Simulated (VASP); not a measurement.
Computed with r2SCAN meta-GGA, VASP's PBE PAW potentials (set 64) (plane waves; VASP).

Input for VASP

**INCAR**
```
# general
SYSTEM =ZrC
PREC   =Accurate
ENCUT  =520
LREAL  =.FALSE.
LASPH  =.TRUE.

# electronic loop
EDIFF  =1E-6
NELM   =100
ALGO   =Normal
LMAXMIX=4
LMIXTAU=.TRUE.

# smearing
ISMEAR =1
SIGMA  =0.1

# functional
METAGGA=R2SCAN

# ions
IBRION =2
NSW    =60
ISIF   =3
EDIFFG =-0.01

# output
LWAVE  =.FALSE.
LCHARG =.FALSE.
```

**POSCAR**
```
ZrC
1.0
  0.0000000000   2.3500000000   2.3500000000
  2.3500000000   0.0000000000   2.3500000000
  2.3500000000   2.3500000000   0.0000000000
Zr C
1 1
Cartesian
  0.0000000000   0.0000000000   0.0000000000
  2.3500000000   2.3500000000   2.3500000000
```

**KPOINTS**
```
Automatic mesh
0
Gamma
12 12 12
0 0 0
```

POTCAR, in this order: Zr_sv C (PBE.64 set). Program: vasp_std.

What VASP printed:

### OSZICAR
```
       N       E                     dE             d eps       ncg     rms          rms(c)
DAV:   1     0.943387481910E+02    0.94339E+02   -0.92188E+03  1728   0.138E+03
DAV:   2    -0.377738376281E+02   -0.13211E+03   -0.12439E+03  2032   0.346E+02
DAV:   3    -0.441237700865E+02   -0.63499E+01   -0.61961E+01  2652   0.669E+01
DAV:   4    -0.443456244100E+02   -0.22185E+00   -0.22166E+00  2232   0.117E+01
DAV:   5    -0.443507553509E+02   -0.51309E-02   -0.51302E-02  2528   0.149E+00    0.225E+01
DAV:   6    -0.339826167727E+02    0.10368E+02   -0.12708E+01  2068   0.330E+01    0.659E+00
DAV:   7    -0.347180343178E+02   -0.73542E+00   -0.55611E-01  1968   0.838E+00    0.433E+00
DAV:   8    -0.343630877006E+02    0.35495E+00   -0.57505E-01  1988   0.883E+00    0.132E+00
DAV:   9    -0.347127546969E+02   -0.34967E+00   -0.35814E-01  1956   0.617E+00    0.480E-01
DAV:  10    -0.347219837597E+02   -0.92291E-02   -0.96551E-03  1976   0.983E-01    0.428E-01
DAV:  11    -0.347083199188E+02    0.13664E-01   -0.56650E-02  2056   0.175E+00    0.396E-01
DAV:  12    -0.347198437582E+02   -0.11524E-01   -0.17486E-02  1988   0.110E+00    0.840E-02
DAV:  13    -0.347219905397E+02   -0.21468E-02   -0.14871E-03  1968   0.343E-01    0.319E-02
DAV:  14    -0.347224044540E+02   -0.41391E-03   -0.83465E-04  2000   0.238E-01    0.254E-02
DAV:  15    -0.347224085457E+02   -0.40917E-05   -0.16430E-05  2544   0.338E-02    0.260E-02
DAV:  16    -0.347224142877E+02   -0.57420E-05   -0.13749E-05  1924   0.306E-02    0.265E-02
DAV:  17    -0.347224047148E+02    0.95729E-05   -0.84323E-06  1796   0.310E-02    0.363E-02
DAV:  18    -0.347224076030E+02   -0.28882E-05   -0.12900E-06  1068   0.126E-02    0.449E-02
DAV:  19    -0.347224163704E+02   -0.87674E-05   -0.39374E-05  1996   0.698E-02    0.157E-02
DAV:  20    -0.347224044594E+02    0.11911E-04   -0.77515E-06  2488   0.288E-02    0.256E-02
DAV:  21    -0.347224064545E+02   -0.19950E-05   -0.25136E-06  1528   0.188E-02    0.818E-03
DAV:  22    -0.347224056588E+02    0.79565E-06   -0.79443E-07   892   0.109E-02
   1 F= -.34722406E+02 E0= -.34722381E+02  d E =-.347224E+02
       N       E                     dE             d eps       ncg     rms          rms(c)
DAV:   1    -0.347591837618E+02   -0.36777E-01   -0.17747E+00  1760   0.161E+01    0.262E+00
DAV:   2    -0.347230721839E+02    0.36112E-01   -0.13269E-01  1756   0.448E+00    0.840E-01
DAV:   3    -0.347175277694E+02    0.55444E-02   -0.44531E-02  2120   0.204E+00    0.339E-01
DAV:   4    -0.347183624636E+02   -0.83469E-03   -0.46841E-03  1996   0.708E-01    0.147E-01
DAV:   5    -0.347192577536E+02   -0.89529E-03   -0.12970E-03  2588   0.266E-01    0.126E-01
DAV:   6    -0.347195189542E+02   -0.26120E-03   -0.49397E-04  2680   0.210E-01    0.255E-02
DAV:   7    -0.347195719077E+02   -0.52953E-04   -0.20727E-04  2036   0.138E-01    0.177E-02
DAV:   8    -0.347195689327E+02    0.29750E-05   -0.13806E-05  2012   0.469E-02    0.102E-02
DAV:   9    -0.347195727684E+02   -0.38357E-05   -0.34993E-06  1720   0.193E-02    0.116E-03
DAV:  10    -0.347195718246E+02    0.94378E-06   -0.40708E-07   900   0.644E-03
   2 F= -.34719572E+02 E0= -.34719535E+02  d E =0.283383E-02
       N       E                     dE             d eps       ncg     rms          rms(c)
DAV:   1    -0.347406292348E+02   -0.21056E-01   -0.72992E-01  1756   0.102E+01    0.171E+00
DAV:   2    -0.347251127254E+02    0.15517E-01   -0.49990E-02  1744   0.282E+00    0.527E-01
DAV:   3    -0.347226624344E+02    0.24503E-02   -0.18309E-02  2164   0.133E+00    0.238E-01
DAV:   4    -0.347232393752E+02   -0.57694E-03   -0.18128E-03  2004   0.453E-01    0.108E-01
DAV:   5    -0.347236062492E+02   -0.36687E-03   -0.48094E-04  2568   0.163E-01    0.804E-02
DAV:   6    -0.347237576368E+02   -0.15139E-03   -0.27659E-04  2756   0.144E-01    0.199E-02
DAV:   7    -0.347237645674E+02   -0.69306E-05   -0.97418E-05  2016   0.962E-02    0.102E-02
DAV:   8    -0.347237657021E+02   -0.11347E-05   -0.32957E-06  1840   0.203E-02    0.719E-03
DAV:   9    -0.347237661573E+02   -0.45514E-06   -0.17395E-06  1360   0.139E-02
   3 F= -.34723766E+02 E0= -.34723738E+02  d E =-.136050E-02
```

File OUTCAR:
```
------------------------ aborting loop because EDIFF is reached ----------------------------------------
  FORCE on cell =-STRESS in cart. coord.  units (eV):
  Direction    XX          YY          ZZ          XY          YZ          ZX
  --------------------------------------------------------------------------------------
  Total       -0.0018902     -0.0018902     -0.0018902     -0.0000000     -0.0000000      0.0000000
  in kB       -0.1156844     -0.1156844     -0.1156844     -0.0000000     -0.0000000      0.0000000
  external PRESSURE =      -0.1156844 kB  Pullay stress =       0.0000000 kB
  volume of cell :       26.18
      direct lattice vectors                 reciprocal lattice vectors
     0.000000000  2.356683324  2.356683324    -0.212162574  0.212162574  0.212162574
     2.356683324  0.000000000  2.356683324     0.212162574 -0.212162574  0.212162574
     2.356683324  2.356683324  0.000000000     0.212162574  0.212162574 -0.212162574
 POSITION                                       TOTAL-FORCE (eV/Angst)
 -----------------------------------------------------------------------------------
      0.00000      0.00000      0.00000         0.000000      0.000000      0.000000
      2.35668      2.35668      2.35668        -0.000000     -0.000000     -0.000000
 -----------------------------------------------------------------------------------
    total drift:                                0.000000      0.000000      0.000000
  FREE ENERGIE OF THE ION-ELECTRON SYSTEM (eV)
  ---------------------------------------------------
  free  energy   TOTEN  =       -34.7237661573 eV

  energy  without entropy=      -34.7236822981  energy(sigma->0) =      -34.72373820

 reached required accuracy - stopping structural energy minimisation
```
(Selected blocks of OUTCAR.)

### CONTCAR
```
ZrC
   1.00000000000000
     0.0000000000000000    2.3566833239765552    2.3566833239765552
     2.3566833239765552    0.0000000000000000    2.3566833239765552
     2.3566833239765552    2.3566833239765552    0.0000000000000000
  Zr              C
     1     1
Direct
     0.0000000000000000    0.0000000000000000    0.0000000000000000
     0.5000000000000000    0.5000000000000000    0.5000000000000000
```

**OUTCAR**
```
 val. band max:        9.5514455219   @ k =   0.5000   0.5000   0.0000

 cond. band min:       9.6781261153   @ k =   0.0833   0.0000   0.0000


 Fermi energy:         9.6555151052

 k-point     1 :       0.0000    0.0000    0.0000
  band No.  band energies     occupation
      1     -40.3056      2.00000
      2     -17.3127      2.00000
      3     -17.3127      2.00000
      4     -17.3127      2.00000
      5      -2.4538      2.00000
      6      10.4769     -0.00000
      7      10.4769     -0.00000
      8      10.4769     -0.00000
      9      10.8636     -0.00000
     10      10.8636     -0.00000
     11      10.8636     -0.00000
     12      12.4932      0.00000

 k-point     2 :       0.0833    0.0000    0.0000
  band No.  band energies     occupation
      1     -40.2988      2.00000
      2     -17.3748      2.00000
      3     -17.3178      2.00000
      4     -17.3178      2.00000
      5      -2.2941      2.00000
      6       9.4664      2.02236
      7       9.6781      0.62793
      8       9.6781      0.62787
      9      11.1450     -0.00000
     10      11.1450     -0.00000
     11      11.5128     -0.00000
     12      13.3487      0.00000

 k-point     3 :       0.1667    0.0000    0.0000
  band No.  band energies     occupation
      1     -40.2801      2.00000
      2     -17.5408      2.00000
      3     -17.3317      2.00000
      4     -17.3317      2.00000
      5      -1.8435      2.00000
      6       8.0973      2.00000
      7       8.6063      2.00000
      8       8.6063      2.00000
      9      11.6317     -0.00000
     10      11.6317     -0.00000
     11      12.0473      0.00000
     12      14.9156      0.00000

 k-point     4 :       0.2500    0.0000    0.0000
  band No.  band energies     occupation
      1     -40.2544      2.00000
      2     -17.7595      2.00000
      3     -17.3506      2.00000
      4     -17.3506      2.00000
      5      -1.1783      2.00000
      6       6.7236      2.00000
...
```

The compound is ZrC in the rock salt structure. This run relaxes it. Symmetry was kept, so distortions that lower it aren't found.
